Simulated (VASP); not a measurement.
Given:

```
CELL_PARAMETERS angstrom
      5.51324     0.00000     0.00000
     -2.75662     4.77461     0.00000
      0.00000     0.00000    23.92064
ATOMIC_POSITIONS crystal
  Ti 0.00000 0.00000 0.35886
  Ti 0.33333 0.66667 0.45295
  Ti 0.66667 0.33333 0.54705
  Ti 0.00000 0.00000 0.64114
  Pt 0.50000 0.50000 0.35886
  Pt 0.50000 0.00000 0.35886
  Pt 0.00000 0.50000 0.35886
  Pt 0.83333 0.16667 0.45295
  Pt 0.83333 0.66667 0.45295
  Pt 0.33333 0.16667 0.45295
  Pt 0.16667 0.83333 0.54705
  Pt 0.16667 0.33333 0.54705
  Pt 0.66667 0.83333 0.54705
  Pt 0.50000 0.50000 0.64114
  Pt 0.50000 0.00000 0.64114
  Pt 0.00000 0.50000 0.64114
```

All values below come from PBEsol GGA, VASP's PBE PAW potentials (set 64) (plane waves; VASP). Numerical set-up: PREC = Normal, EDIFF = 1E-5, 400 eV cut-off, 6×6×1 Γ-centred mesh, first-order Methfessel-Paxton smearing of 0.10 eV, potentials Ti_sv Pt.

Problem. The ions are relaxed. Give the cell that the relaxation ends in.

Solution. 
```
CELL_PARAMETERS angstrom
      5.51324     0.00000     0.00000
     -2.75662     4.77461     0.00000
      0.00000     0.00000    23.92064
ATOMIC_POSITIONS crystal
  Ti 0.00000 0.00000 0.36417
  Ti 0.33333 0.66667 0.44554
  Ti 0.66667 0.33333 0.55446
  Ti 0.00000 0.00000 0.63583
  Pt 0.49642 0.50358 0.35907
  Pt 0.49642 0.99284 0.35907
  Pt 0.00716 0.50358 0.35907
  Pt 0.83286 0.16714 0.45344
  Pt 0.83286 0.66573 0.45344
  Pt 0.33427 0.16714 0.45344
  Pt 0.16714 0.83286 0.54656
  Pt 0.16714 0.33427 0.54656
  Pt 0.66573 0.83286 0.54656
  Pt 0.50358 0.49642 0.64093
  Pt 0.50358 0.00716 0.64093
  Pt 0.99284 0.49642 0.64093
```

Problem. How much energy does the relaxation gain?

Solution. The energy (σ→0) changes by -27.1 meV/atom, in 10 ionic steps.

The cell is a thin slab with vacuum, built from Pt3Ti (L1_2): (111) face.
